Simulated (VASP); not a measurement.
## Nickel: the relaxed cell at several levels

Which functional gives the lattice of Nickel as experiment finds it, and is a dearer one worth its cost? The levels: LDA, PBEsol, PBE, r2SCAN, PBE + D3(BJ), r2SCAN + rVV10, optB88-vdW and SCAN. LASPH is on for some levels and off for others; the table marks which. The start is a cell from a database of measured crystal structures.

Main program and level: VASP 6.6.1; LDA, spin-polarised from a ferromagnetic start (one magnetic atom a cell); plane waves and PAW (Ni), in the first sound run; inputs show where later runs differ.

**What experiment says.**

For Ni, face-centered cubic (literature value used as simulation input, 300 K), “Multiple origins of extra electron diffractions in fcc metals” (2023, arxiv:2311.10326) quotes earlier work: lattice constant a (cubic lattice parameter, quoted experimental value) 3.524 Å [literature value at ambient conditions, used as fixed simulation input].

### Step 1. Starting point

Before any relaxation, the start is as follows. It takes space group Fm-3m (No. 225, cubic). The conventional cell has a = 3.524 Å, b = 3.524 Å, c = 3.524 Å, α = 90.00°, β = 90.00°, γ = 90.00°. Ni has 12 Ni at 2.49 Å nearest.

Structure file:

```
Ni
1.0
     0.00000    1.76194    1.76194
     1.76194    0.00000    1.76194
     1.76194    1.76194    0.00000
Ni
1
Direct
  0.00000 0.00000 0.00000
```

### Step 2. Relaxation with LDA

The start need not lie at this functional's minimum. ISIF = 3 frees volume, shape and positions, and EDIFFG sets the threshold on forces and stress at which the search stops. LDA, the lowest rung, knows the local density alone.

Contents of INCAR:

```
SYSTEM = Ni
PREC = Accurate
ENCUT = 520
EDIFF = 1E-06
NELM = 100
ISMEAR = -1
SIGMA = 0.05
LREAL = .FALSE.
ALGO = Normal
GGA = CA
NBANDS = 11
ISPIN = 2
MAGMOM = 1
LMAXMIX = 4
LORBIT = 11
LWAVE = .FALSE.
LCHARG = .FALSE.
KPAR = 2
IBRION = 2
NSW = 60
ISIF = 3
EDIFFG = -0.01
```

Contents of POSCAR:

```
Ni
1.0
    0.0000000000      1.7619350000      1.7619350000
    1.7619350000      0.0000000000      1.7619350000
    1.7619350000      1.7619350000      0.0000000000
Ni
1
Direct
    0.0000000000      0.0000000000      0.0000000000
```

Contents of KPOINTS:

```
Automatic mesh
0
Gamma
13 13 13
0 0 0
```

PAW data sets: Ni (PBE family, release 64).

On the command line:

```bash
> mpirun -np 2 vasp_std
```

Output:

```text
[banner, memory and clock lines left out]
running    2 mpi-ranks, on    1 nodes
 distrk:  each k-point on    1 cores,    2 groups
 distr:  one band on    1 cores,    1 groups

 POSCAR found type information on POSCAR Ni
 POSCAR found :  1 types and       1 ions
|                                                                             |
|               ----> ADVICE to this user running VASP <----                  |
|                                                                             |
|     You enforced a specific xc type in the INCAR file but a different       |
|     [... a line on the potential file left out ...]
|     I HOPE YOU KNOW WHAT YOU ARE DOING!                                     |
|                                                                             |

 LDA part: xc-table for (Slater(with rela. corr.)+CA(PZ))
 , standard interpolation
 POSCAR, INCAR and KPOINTS ok, starting setup
 FFT: planning ... GRIDC
 FFT: planning ... GRID_SOFT
 FFT: planning ... GRID
 WAVECAR not read
 entering main loop
       N       E                     dE             d eps       ncg     rms          rms(c)
DAV:   1     0.277813275982E+02    0.27781E+02   -0.45874E+03  3779   0.116E+03
DAV:   2    -0.694121074872E+01   -0.34723E+02   -0.32923E+02  3774   0.173E+02
DAV:   3    -0.785160938129E+01   -0.91040E+00   -0.90693E+00  4199   0.326E+01
DAV:   4    -0.785896917397E+01   -0.73598E-02   -0.73580E-02  4104   0.259E+00
DAV:   5    -0.785912911940E+01   -0.15995E-03   -0.15994E-03  4314   0.365E-01    0.108E+01
DAV:   6    -0.702813060342E+01    0.83100E+00   -0.19742E+01  4389   0.630E+01    0.647E+00
DAV:   7    -0.657075108893E+01    0.45738E+00   -0.35314E+00  4380   0.246E+01    0.167E+00
DAV:   8    -0.655468727172E+01    0.16064E-01   -0.17375E-02  5129   0.121E+00    0.848E-01
DAV:   9    -0.655138249159E+01    0.33048E-02   -0.19525E-03  5532   0.334E-01    0.267E-01
DAV:  10    -0.655039103758E+01    0.99145E-03   -0.74317E-04  5615   0.182E-01    0.416E-02
DAV:  11    -0.655033822645E+01    0.52811E-04   -0.49875E-05  5148   0.494E-02    0.330E-02
DAV:  12    -0.655034051337E+01   -0.22869E-05   -0.37382E-06  2609   0.149E-02    0.630E-03
DAV:  13    -0.655034061626E+01   -0.10290E-06   -0.25636E-07  2103   0.602E-03
   1 F= -.65503406E+01 E0= -.65432411E+01  d E =-.655034E+01  mag=     0.6173
 curvature:   0.00 expect dE= 0.000E+00 dE for cont linesearch  0.000E+00
 trial: gam= 0.00000 g(F)=  0.528E-62 g(S)=  0.202E+00 ort = 0.000E+00 (trialstep = 0.100E+01)
 search vector abs. value=  0.202E+00
 bond charge predicted
       N       E                     dE             d eps       ncg     rms          rms(c)
DAV:   1    -0.116233155345E+02   -0.50730E+01   -0.70737E+01  4353   0.119E+02    0.208E+01
DAV:   2    -0.747862353840E+01    0.41447E+01   -0.46687E+01  4362   0.107E+02    0.668E+00
DAV:   3    -0.666466941032E+01    0.81395E+00   -0.56081E+00  4416   0.336E+01    0.337E+00
DAV:   4    -0.656445457010E+01    0.10021E+00   -0.84389E-02  4866   0.239E+00    0.173E+00
DAV:   5    -0.652891731925E+01    0.35537E-01   -0.43939E-02  4628   0.141E+00    0.928E-01
DAV:   6    -0.652911491801E+01   -0.19760E-03   -0.18803E-03  4172   0.601E-01    0.221E-01
DAV:   7    -0.652915943759E+01   -0.44520E-04   -0.46267E-05  5195   0.830E-02    0.110E-01
DAV:   8    -0.652915749235E+01    0.19452E-05   -0.81857E-06  5049   0.289E-02    0.126E-02
DAV:   9    -0.652915705006E+01    0.44228E-06   -0.12396E-06  2495   0.129E-02
   2 F= -.65291571E+01 E0= -.65235112E+01  d E =0.211836E-01  mag=     0.6098
[...]
3 F= -.66020231E+01 E0= -.65956929E+01  d E =-.516825E-01  mag=     0.6143
 curvature:  -0.21 expect dE=-0.135E-04 dE for cont linesearch -0.135E-04
 ZBRENT: interpolating
 opt :   0.4865  next Energy=    -6.602035 (dE=-0.517E-01)
 bond charge predicted
       N       E                     dE             d eps       ncg     rms          rms(c)
DAV:   1    -0.660253660126E+01   -0.51400E-03   -0.70488E-03  4398   0.129E+00    0.187E-01
DAV:   2    -0.660219140980E+01    0.34519E-03   -0.64077E-03  4488   0.108E+00    0.906E-02
DAV:   3    -0.660205377966E+01    0.13763E-03   -0.91398E-04  4437   0.431E-01    0.300E-02
DAV:   4    -0.660204298968E+01    0.10790E-04   -0.68510E-06  4139   0.191E-02    0.166E-02
DAV:   5    -0.660204135137E+01    0.16383E-05   -0.28794E-06  2781   0.109E-02    0.287E-03
DAV:   6    -0.660204140804E+01   -0.56674E-07   -0.12487E-07  1857   0.328E-03
   4 F= -.66020414E+01 E0= -.65957256E+01  d E =-.517008E-01  mag=     0.6142
 curvature:  -0.18 expect dE=-0.803E-07 dE for cont linesearch -0.803E-07
 trial: gam= 0.00000 g(F)=  0.136E-61 g(S)=  0.438E-06 ort =-0.298E-03 (trialstep = 0.897E+00)
 search vector abs. value=  0.438E-06
 reached required accuracy - stopping structural energy minimisation
```

Run time: 51 s. Hardware: 2 MPI ranks of Intel Xeon Platinum 8375C at 2.90GHz (Ice Lake), shared host; peak memory 0.25 GiB; 99 s of CPU time.

The logs omit lines about the potential files and the build; timing stands in the text.

From OUTCAR (step 2):

```text
ion  position               nearest neighbor table
   1  0.000  0.000  0.000-

  LATTYP: Found a face centered cubic cell.
 ALAT       =     3.5238700000

 Subroutine GETGRP returns: Found 48 space group operations
 (whereof 48 operations were pure point group operations)

The static configuration has the point symmetry O_h .

 Found     84 irreducible k-points:

   k-points           NKPTS =     84   k-points in BZ     NKDIM =     84   number of bands    NBANDS=     11

   dimension x,y,z NGX =    20 NGY =   20 NGZ =   20
   dimension x,y,z NGXF=    40 NGYF=   40 NGZF=   40

   ENCUT  =  520.0 eV  38.22 Ry    6.18 a.u.   4.63  4.63  4.63*2*pi/ulx,y,z

   NELECT =      10.0000    total number of electrons

 k-points in reciprocal lattice and weights: Automatic mesh
   0.00000000  0.00000000  0.00000000       0.000
   0.07692308  0.00000000  0.00000000       0.004
   0.15384615  0.00000000  0.00000000       0.004
   0.23076923  0.00000000  0.00000000       0.004
   0.30769231  0.00000000  0.00000000       0.004
   0.38461538  0.00000000  0.00000000       0.004
   0.46153846  0.00000000  0.00000000       0.004
   0.07692308  0.07692308  0.00000000       0.003
   0.15384615  0.07692308  0.00000000       0.011
[...]
-0.30769231  0.46153846  0.15384615       0.011
  -0.30769231  0.46153846  0.23076923       0.011

 average (electrostatic) potential at core
       1 -80.7001

 E-fermi :  10.0719

 spin component 1
 k-point     1 :       0.0000    0.0000    0.0000
  band No.  band energies     occupation
    ...
      2       7.5036      1.00000
      3       7.5036      1.00000
      4       7.5036      1.00000
      5       8.7957      1.00000
      6       8.7957      1.00000
      7      34.5460      0.00000
      8      38.9152      0.00000
      9      38.9152      0.00000
     10      38.9152      0.00000
     11      42.1430      0.00000

 k-point     2 :       0.0769    0.0000    0.0000
  band No.  band energies     occupation
    ...
      2       7.4355      1.00000
      3       7.5610      1.00000
      4       7.5610      1.00000
      5       8.7714      1.00000
      6       8.7714      1.00000
      7      33.7759      0.00000
      8      36.5867      0.00000
      9      38.4419      0.00000
     10      38.4419      0.00000
     11      42.8607      0.00000

 k-point     3 :       0.1538    0.0000    0.0000
  band No.  band energies     occupation
    ...
      2       7.2708      1.00000
      3       7.6882      1.00000
      4       7.6882      1.00000
      5       8.7422      1.00000
      6       8.7422      1.00000
      7      30.3885      0.00000
      8      35.5396      0.00000
      9      37.6467      0.00000
     10      37.6467      0.00000
     11      43.1552      0.00000

 k-point     4 :       0.2308    0.0000    0.0000
  band No.  band energies     occupation
    ...
      2       7.1332      1.00000
      3       7.7544      1.00000
      4       7.7544      1.00000
      5       8.8313      1.00000
      6       8.8313      1.00000
      7      26.3370      0.00000
      8      34.9309      0.00000
      9      36.9731      0.00000
     10      36.9731      0.00000
     11      42.9796      0.00000

 k-point     5 :       0.3077    0.0000    0.0000
  band No.  band energies     occupation
    ...
      2       7.2907      1.00000
      3       7.6883      1.00000
      4       7.6883      1.00000
      5       9.0851      1.00000
      6       9.0851      1.00000
      7      22.4922      0.00000
      8      34.1594      0.00000
      9      36.4924      0.00000
     10      36.4924      0.00000
     11      41.2385      0.00000

 k-point     6 :       0.3846    0.0000    0.0000
  band No.  band energies     occupation
    ...
      2       7.5765      1.00000
      3       7.5765      1.00000
      4       8.1612      1.00000
      5       9.3720      1.00000
      6       9.3720      1.00000
      7      19.1141      0.00000
      8      33.4670      0.00000
      9      36.1952      0.00000
     10      36.1952      0.00000
     11      39.8417      0.00000

  Total        0.0017401      0.0017401      0.0017401      0.0000000      0.0000000     -0.0000000
  in kB        0.2772892      0.2772892      0.2772892      0.0000000      0.0000000     -0.0000000
  external PRESSURE =       0.2772892 kB  Pullay stress =       0.0000000 kB

  energy-cutoff  :      520.00
  volume of cell :       10.05
      direct lattice vectors                 reciprocal lattice vectors
     0.000000000  1.713071878  1.713071878    -0.291873334  0.291873334  0.291873334
     1.713071878  0.000000000  1.713071878     0.291873334 -0.291873334  0.291873334
     1.713071878  1.713071878  0.000000000     0.291873334  0.291873334 -0.291873334

 POSITION                                       TOTAL-FORCE (eV/Angst)
 -----------------------------------------------------------------------------------
      1.71307      0.00000      1.71307        -0.000000     -0.000000     -0.000000
 -----------------------------------------------------------------------------------
    total drift:                               -0.000000      0.000000     -0.000000

  FREE ENERGIE OF THE ION-ELECTRON SYSTEM (eV)
  ---------------------------------------------------
  free  energy   TOTEN  =        -6.6020414080 eV

  energy  without entropy=       -6.5894097226  energy(sigma->0) =       -6.59572557

 reached required accuracy - stopping structural energy minimisation

 total charge
# of ion       s       p       d       tot
------------------------------------------
    1        0.538   0.574   8.373   9.484

 magnetization (x)
# of ion       s       p       d       tot
------------------------------------------
    1       -0.003  -0.017   0.633   0.613

[... 6 further parts left out ...]
```

CONTCAR:

```
Ni
   1.00000000000000
     0.0000000000000000    1.7130718783224461    1.7130718783224461
     1.7130718783224461    0.0000000000000000    1.7130718783224461
     1.7130718783224461    1.7130718783224461    0.0000000000000000
  Ni
     1
Direct
     0.0000000000000000    1.0000000000000000    0.0000000000000000
```

The cell holds one magnetic atom, so no antiferromagnetic order fits into it. The PAW data sets were made with PBE, though LDA sets exist; this is a small mismatch. After so large a change of volume the plane waves of the start cell no longer fit, so the final stress carries a basis-set error. The run keeps the 48 symmetry operations of its start, so it cannot find a distortion of lower symmetry.

Step by step:

```
step  energy less that of the first step (eV)  largest force (eV/Å)  pressure (GPa)  volume (Å³)
   1                                   0.0000                0.0000          -17.30        10.94
   2                                   0.0212                0.0000           29.07         9.17
   3                                  -0.0517                0.0000           -0.34        10.07
   4                                  -0.0517                0.0000            0.03        10.05
```

```
conventional cell, symmetrised  before  after  change
                         a (Å)   3.524  3.426  -2.8 %
                         b (Å)   3.524  3.426  -2.8 %
                         c (Å)   3.524  3.426  -2.8 %
              volume (Å³/atom)   10.94  10.05  -8.1 %
```

The relaxed structure:

```
Ni
1.0
     0.00000    1.71307    1.71307
     1.71307    0.00000    1.71307
     1.71307    1.71307    0.00000
Ni
1
Direct
  0.00000 0.00000 0.00000
```

Numbers from this step:

```
electrons                                         : 10
bands                                             : 11
irreducible k-points                              : 84
symmetry operations                               : 48
free energy (TOTEN)                               : -6.602 eV
energy at zero smearing                           : -6.596 eV
Fermi energy                                      : 10.07 eV
pressure                                          : 0.02773 GPa
moment of the cell, from the last line of the log : 0.6142 μB
metallic                                          : yes
SCF cycles over all ionic steps                   : 37
```

Spin moment in the PAW sphere by atom:

```
atom  spin moment in the PAW sphere (μB)
 Ni1                               0.613
```

It ends with forces that vanish by symmetry and a pressure of 0.03 GPa. The volume lies -8.1 % from that of the database's start, which holds the thermal and zero-point expansion of its experiment. LDA is known to overbind. The conventional cell has a = 3.426 Å.

(Part 1 of 3 ends here.)

[Lines on the potential files, build, host, timing and source positions are cut from VASP's logs without a mark.]

[Logs are printed without paths, hosts, clocks, repeated set-up lines and the standing remarks that a program may print on its own settings, such as how far it seeks lower states.]

[Hosts, paths, dates, database ids (printed as entryN), source tags and the programs' standing remarks are cut or masked in the printed files.]

[A measured line is paired with the nearest computed mode of its activity, which favours agreement.]
